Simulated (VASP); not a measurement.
OSZICAR of a VASP run on BaTiO₃ (cubic perovskite):

**OSZICAR**
```
       N       E                     dE             d eps       ncg     rms          rms(c)
DAV:   1     0.459114554298E+03    0.45911E+03   -0.21477E+04   480   0.181E+03
DAV:   2     0.156414786991E+01   -0.45755E+03   -0.44922E+03   576   0.485E+02
DAV:   3    -0.491650332323E+02   -0.50729E+02   -0.48379E+02   688   0.152E+02
DAV:   4    -0.515453780884E+02   -0.23803E+01   -0.23795E+01   704   0.301E+01
DAV:   5    -0.516313780413E+02   -0.86000E-01   -0.85997E-01   664   0.408E+00    0.231E+01
DAV:   6    -0.405707150567E+02    0.11061E+02   -0.77919E+01   752   0.765E+01    0.103E+01
DAV:   7    -0.405009743709E+02    0.69741E-01   -0.12856E+01   648   0.261E+01    0.633E+00
DAV:   8    -0.402848985509E+02    0.21608E+00   -0.10075E+00   640   0.949E+00    0.286E+00
DAV:   9    -0.403101383218E+02   -0.25240E-01   -0.28490E-01   648   0.423E+00    0.129E+00
DAV:  10    -0.402945227790E+02    0.15616E-01   -0.11146E-01   616   0.350E+00    0.373E-01
DAV:  11    -0.402936666092E+02    0.85617E-03   -0.71215E-03   592   0.566E-01    0.716E-02
DAV:  12    -0.402938099693E+02   -0.14336E-03   -0.12441E-03   648   0.241E-01    0.104E-01
DAV:  13    -0.402936458703E+02    0.16410E-03   -0.93849E-04   600   0.285E-01    0.115E-02
DAV:  14    -0.402936474641E+02   -0.15938E-05   -0.31186E-05   568   0.529E-02    0.567E-03
DAV:  15    -0.402936470639E+02    0.40011E-06   -0.48018E-06   600   0.216E-02
   1 F= -.40293647E+02 E0= -.40293647E+02  d E =-.402936E+02
```

Problem. Which electronic solver shows in the log?

Solution. It is blocked Davidson (ALGO = Normal, or the opening steps of other solvers). The INCAR had ALGO = Normal.

Problem. Can the final energy be trusted as converged?

Solution. The run converged. It stopped with EDIFF = 1E-6, NELM = 100, NSW = 60 and EDIFFG = -0.02 after 1 ionic step (PW91 GGA, plane waves, VASP's PBE PAW potentials (set 64)).

The compound is BaTiO3 in the cubic perovskite structure, the ideal cubic form; the compound distorts at low or room temperature. It was relaxed first. The start is the result of an earlier pass.
